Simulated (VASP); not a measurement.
# TiC: input slips in a phonon run and what they do, part 2 of 2

Aim: see how common mistakes in a phonon run show up, on TiC. The starting structure is a measured crystal structure from the Crystallography Open Database.

VASP 6.6.1.

Results so far: reference T1u 549.8 cm⁻¹; finite displacements, else as the reference T1u 551.0 cm⁻¹; a cutoff far too low T1u 552.8 cm⁻¹.

The database entry behind the starting cell differs from later determinations by our own check (about 0.5 % long), so it need not match the best structure at ambient conditions.

## 5. Modes with low precision and real-space projectors

Level of this step: LDA; plane waves and PAW (Ti_sv, C) (VASP).

A slip made on purpose: low precision and real-space projectors. Against step 2 the input has PREC = Low, LREAL = Auto, IBRION = 6, NFREE = 2 and POTIM = 0.015 (also changed: NELM and NSW).

INCAR reads:

```
SYSTEM = TiC
PREC = Low
ENCUT = 520
EDIFF = 1E-08
NELM = 60
ISMEAR = 0
SIGMA = 0.05
LREAL = Auto
ALGO = Normal
GGA = CA
NBANDS = 14
LASPH = .TRUE.
LORBIT = 11
LWAVE = .FALSE.
LCHARG = .FALSE.
KPAR = 8
IBRION = 6
NFREE = 2
POTIM = 0.015
NSW = 1
ISIF = 2
```

POSCAR reads:

```
TiC
1.0
    0.0000000000      2.1322471767      2.1322471767
    2.1322471767      0.0000000000      2.1322471767
    2.1322471767      2.1322471767      0.0000000000
Ti C
1 1
Direct
    0.5000000000      0.5000000000      0.5000000000
    0.0000000000      0.0000000000      0.0000000000
```

KPOINTS reads:

```
Automatic mesh
0
Gamma
14 14 14
0 0 0
```

PAW data sets: Ti_sv and C (LDA family, release 64).

On the command line:

```console
> mpirun -np 8 vasp_std
```

Output:

```text
[banner, memory and clock lines left out]
running    8 mpi-ranks, on    1 nodes
[...]
[... a notice as in an earlier step ...]

|                                                                             |
|               ----> ADVICE to this user running VASP <----                  |
|                                                                             |
|     You have a (more or less) 'small supercell' and for smaller cells       |
|     it is recommended to use the reciprocal-space projection scheme!        |
|     The real-space optimization is not efficient for small cells and it     |
|     is also less accurate ...                                               |
|     Therefore, set LREAL=.FALSE. in the INCAR file.                         |
|                                                                             |

 LDA part: xc-table for (Slater(with rela. corr.)+CA(PZ))
 , standard interpolation
 POSCAR, INCAR and KPOINTS ok, starting setup
[...]
entering main loop
       N       E                     dE             d eps       ncg     rms          rms(c)
DAV:   1     0.120119395069E+03    0.12012E+03   -0.86464E+03  2918   0.142E+03
DAV:   2    -0.150148409037E+02   -0.13513E+03   -0.12706E+03  3098   0.352E+02
DAV:   3    -0.255627542235E+02   -0.10548E+02   -0.10393E+02  4586   0.916E+01
DAV:   4    -0.260015725223E+02   -0.43882E+00   -0.43854E+00  3488   0.142E+01
[...]
DAV:  15    -0.205632372993E+02    0.96016E-07   -0.17799E-07  4522   0.669E-03    0.149E-03
DAV:  16    -0.205632372804E+02    0.18877E-07   -0.50057E-08  3218   0.350E-03    0.258E-04
DAV:  17    -0.205632372796E+02    0.86584E-09   -0.12761E-09  1852   0.478E-04
   1 F= -.20563237E+02 E0= -.20563050E+02  d E =-.375201E-03
[... from here on, the cycles between the ionic steps are left out ...]
   2 F= -.20558699E+02 E0= -.20558513E+02  d E =-.372041E-03
   3 F= -.20558699E+02 E0= -.20558513E+02  d E =-.372041E-03
   4 F= -.20564760E+02 E0= -.20564574E+02  d E =-.371916E-03
   5 F= -.20564760E+02 E0= -.20564574E+02  d E =-.371914E-03
 Finite differences progress:
  Degree of freedom:   2/  2
  Displacement:        2/  2
  Total:               4/  4
```

The job ended after 14 s (8 MPI ranks of Intel Xeon 6975P-C (Granite Rapids), shared host; peak memory 1.3 GiB).

From OUTCAR (step 5):

```text
  Total        0.3025786      0.1725617      0.1725617     -0.0000000      0.0000000      0.0000000
  in kB       25.0038042     14.2597625     14.2597625     -0.0000000      0.0000000      0.0000000
  external PRESSURE =      17.8411097 kB  Pullay stress =       0.0000000 kB

 POSITION                                       TOTAL-FORCE (eV/Angst)
 -----------------------------------------------------------------------------------
      2.13225      2.13225      2.13225        -0.079199      0.000000      0.000000
     -0.01500      0.00000      0.00000         0.079199      0.000000      0.000000
 -----------------------------------------------------------------------------------
    total drift:                               -0.167891      0.000003      0.000011

  FREE ENERGIE OF THE ION-ELECTRON SYSTEM (eV)
  ---------------------------------------------------
  free  energy   TOTEN  =       -20.5647604550 eV

  energy  without entropy=      -20.5643885413  energy(sigma->0) =      -20.56457450

[... 2 parts as in an earlier step ...]

[... 1 further part left out ...]
[key lines of the parts left out:]
E-fermi :   9.7991
```

Three frequencies should lie near zero, those of the translations, and here fewer than three do (the smallest in size are -124.2, -124.2 and -124.2 cm⁻¹), so no mode of this run is used. As printed, the frequencies run from -124.2 to 473.2 cm⁻¹, imaginary ones as negative numbers.

## 6. Modes with perturbation theory asked for with a meta-GGA

A slip made on purpose: perturbation theory asked for with a meta-GGA. Against step 2 the input has METAGGA = R2SCAN and no GGA (also changed: NELM).

INCAR reads:

```
SYSTEM = TiC
PREC = Accurate
ENCUT = 520
EDIFF = 1E-08
NELM = 60
ISMEAR = 0
SIGMA = 0.05
LREAL = .FALSE.
ALGO = Normal
NBANDS = 14
LASPH = .TRUE.
LORBIT = 11
LWAVE = .FALSE.
LCHARG = .FALSE.
KPAR = 8
IBRION = 8
ISIF = 2
METAGGA = R2SCAN
```

POSCAR is that of step 5.

KPOINTS is that of step 5.

On the command line:

```console
> mpirun -np 8 vasp_std
```

Output:

```text
[banner, memory and clock lines left out]
running    8 mpi-ranks, on    1 nodes
[...]
[... a notice as in an earlier step ...]

|                                                                             |
|               ----> ADVICE to this user running VASP <----                  |
|                                                                             |
|     You enforced a specific xc type in the INCAR file but a different       |
|     [... a line on the potential file left out ...]
|     I HOPE YOU KNOW WHAT YOU ARE DOING!                                     |
|                                                                             |

 LDA part: xc-table for (None), standard interpolation
 POSCAR, INCAR and KPOINTS ok, starting setup
[...]
entering main loop
       N       E                     dE             d eps       ncg     rms          rms(c)
DAV:   1     0.441469611664E+02    0.44147E+02   -0.88722E+03  2918   0.146E+03
DAV:   2    -0.961589520707E+02   -0.14031E+03   -0.13214E+03  3104   0.364E+02
[...]
1 F= -.99326665E+02 E0= -.99326473E+02  d E =-.383112E-03
|                                                                             |
|     EEEEEEE  RRRRRR   RRRRRR   OOOOOOO  RRRRRR      ###     ###     ###     |
|     E        R     R  R     R  O     O  R     R     ###     ###     ###     |
|     E        R     R  R     R  O     O  R     R     ###     ###     ###     |
|     EEEEE    RRRRRR   RRRRRR   O     O  RRRRRR       #       #       #      |
|     E        R   R    R   R    O     O  R   R                               |
|     E        R    R   R    R   O     O  R    R      ###     ###     ###     |
|     EEEEEEE  R     R  R     R  OOOOOOO  R     R     ###     ###     ###     |
|                                                                             |
|     You have switched on METAGGA and linear-response routines. This         |
|     combination is currently not supported. If you have selected            |
|     LEPSILON=.TRUE., you can try using LCALCEPS=.TRUE. instead. In all      |
|     other cases, VASP will stop. SOOO sorry...                              |
|                                                                             |
|       ---->  I REFUSE TO CONTINUE WITH THIS SICK JOB ... BYE!!! <----       |
|                                                                             |

1
1
1
1
1
1
1
1
```

It took 17 s on 8 MPI ranks.

VASP stopped with this message: “You have switched on METAGGA and linear-response routines. This combination is currently not supported. If you have selected LEPSILON=.TRUE., you can try using LCALCEPS=.TRUE. instead”.

## 7. Modes with a structure that was not relaxed

A slip made on purpose: a structure that was not relaxed. Against step 2 the input has another starting structure (also changed: NELM).

INCAR, as its differences from that of step 6:

```diff
@@ -9,2 +9,3 @@
 ALGO = Normal
+GGA = CA
 NBANDS = 14
@@ -17,2 +18 @@
 ISIF = 2
-METAGGA = R2SCAN
```

POSCAR reads:

```
TiC
1.0
    0.0000000000      2.1750000000      2.1750000000
    2.1750000000      0.0000000000      2.1750000000
    2.1750000000      2.1750000000      0.0000000000
Ti C
1 1
Direct
    0.5000000000      0.5000000000      0.5000000000
    0.0000000000      0.0000000000      0.0000000000
```

KPOINTS is that of step 6.

On the command line:

```console
> mpirun -np 8 vasp_std
```

Output:

```text
[... set-up lines as in an earlier step ...]
 entering main loop
       N       E                     dE             d eps       ncg     rms          rms(c)
DAV:   1     0.121728464677E+03    0.12173E+03   -0.85799E+03  2934   0.140E+03
DAV:   2    -0.144588580538E+02   -0.13619E+03   -0.12766E+03  3128   0.352E+02
DAV:   3    -0.257014317399E+02   -0.11243E+02   -0.11057E+02  4782   0.919E+01
DAV:   4    -0.260681998678E+02   -0.36677E+00   -0.36652E+00  3462   0.137E+01
[...]
DAV:  15    -0.204817073284E+02    0.21410E-06   -0.62644E-07  3482   0.105E-02    0.211E-03
DAV:  16    -0.204817072683E+02    0.60111E-07   -0.58092E-08  4340   0.310E-03    0.702E-04
DAV:  17    -0.204817072620E+02    0.63073E-08   -0.14519E-08  2634   0.182E-03
   1 F= -.20481707E+02 E0= -.20481497E+02  d E =-.420518E-03
 Linear response reoptimize wavefunctions to high precision
DAV:   1    -0.204817072597E+02    0.23190E-08   -0.17571E-09  2312   0.576E-04
DAV:   2    -0.204817072597E+02   -0.50704E-10   -0.93471E-11  1630   0.121E-04
 Linear response DOF=           2
 Linear response progress:
[...]
RMM:  19    -0.664548698408E+00    0.69229E-07   -0.70371E-07 15122   0.733E-04    0.780E-05
RMM:  20    -0.664548789276E+00   -0.90868E-07   -0.68435E-07 13853   0.631E-04    0.789E-05
RMM:  21    -0.664548783170E+00    0.61052E-08   -0.57399E-07 13990   0.546E-04    0.836E-05
 first order change of Fermi-energy   0.11345E-03
 force on displaced ion       1 direction 1 :  -8.527   0.000   0.000
 Linear response progress:
  Degree of freedom:   2/  2
       N       E                     dE             d eps       ncg     rms          rms(c)
RMM:   1    -0.123558630981E+00   -0.12356E+00   -0.41131E-02 14707   0.217E+00
RMM:   2    -0.115251331388E+00    0.83073E-02   -0.50865E-03 13171   0.520E-01    0.137E-01
RMM:   3    -0.115877841472E+00   -0.62651E-03   -0.17608E-03 13429   0.225E-01    0.628E-02
RMM:   4    -0.116815186497E+00   -0.93735E-03   -0.62641E-04 13667   0.136E-01    0.145E-02
[...]
RMM:  12    -0.116908956365E+00    0.17354E-07    0.91530E-09 15589   0.350E-04    0.103E-05
RMM:  13    -0.116908982070E+00   -0.25705E-07   -0.10355E-07 16123   0.196E-04    0.137E-05
RMM:  14    -0.116908983278E+00   -0.12083E-08    0.73391E-09 16325   0.106E-04    0.994E-06
 first order change of Fermi-energy   0.21309E-03
 force on displaced ion       2 direction 1 :  -8.522   0.000   0.000
 Linear response finished
```

The job ended after 26 s (8 MPI ranks; peak memory 2.4 GiB; 2.7 min of CPU time).

From OUTCAR (step 7):

```text
  Total       -1.9024789     -1.9024789     -1.9024789     -0.0000000      0.0000000     -0.0000000
  in kB     -148.1230507   -148.1230507   -148.1230507     -0.0000000      0.0000000     -0.0000000
  external PRESSURE =    -148.1230507 kB  Pullay stress =       0.0000000 kB

 POSITION                                       TOTAL-FORCE (eV/Angst)
 -----------------------------------------------------------------------------------
      2.17500      2.17500      2.17500        -0.000000      0.000000      0.000000
      0.00000      0.00000      0.00000         0.000000     -0.000000     -0.000000
 -----------------------------------------------------------------------------------
    total drift:                                0.000000     -0.000000      0.000000

[... 1 part as in an earlier step ...]

[... 1 further part left out ...]
```

With a structure that was not relaxed the mode is T1u 491.3 cm⁻¹, -58.5 cm⁻¹ from the reference.

## 8. All runs side by side

```csv
run,ended,T1u,method,core minutes
reference,converged,549.8,perturbation theory,4.4
"finite displacements, else as the reference",converged,551.0,finite displacements,1.81
a cutoff far too low,converged,552.8,perturbation theory,1.44
low precision and real-space projectors,"finished, not usable",-,finite displacements,1.84
perturbation theory asked for with a meta-GGA,stopped by VASP,-,perturbation theory,2.32
a structure that was not relaxed,converged,491.3,perturbation theory,3.47
```

Modes are in cm⁻¹, degenerate ones as one, matched between runs by symmetry and order. A number in brackets counts the listed modes of one symmetry from the lowest. The symmetry labels come from an automatic analysis and can be wrong where levels nearly coincide. Core minutes are wall time times ranks of the run shown, on a shared host.

## 9. Summary of results

```
T1u, reference                                         : 549.8 cm⁻¹
T1u, finite displacements, else as the reference       : 551.0 cm⁻¹
T1u, a cutoff far too low                              : 552.8 cm⁻¹
T1u, a structure that was not relaxed                  : 491.3 cm⁻¹
run with low precision and real-space projectors       : finished, not usable
run with perturbation theory asked for with a meta-GGA : stopped by VASP
```

VASP stopped by itself in the run with perturbation theory asked for with a meta-GGA. Finished, but so rough that the translations don't all come out near zero: low precision and real-space projectors. Finished, but with signs in the output that stand out against the reference: a cutoff far too low, with modes off by up to +3.0 cm⁻¹, in T1u (signs: a pressure of -37.8 GPa on the undisplaced cell); a structure that was not relaxed, with modes off by up to -58 cm⁻¹, in T1u (signs: a pressure of -14.8 GPa on the undisplaced cell). Runs with finite displacements are held against the sound run of that kind. Further runs on this material are not shown.

[Lines on the potential files, build, host, timing and source positions are cut from VASP's logs without a mark.]

[Logs are printed without paths, hosts, clocks, repeated set-up lines and the standing remarks that a program may print on its own settings, such as how far it seeks lower states.]

[Hosts, paths, dates, database ids (printed as entryN), source tags and the programs' standing remarks are cut or masked in the printed files.]
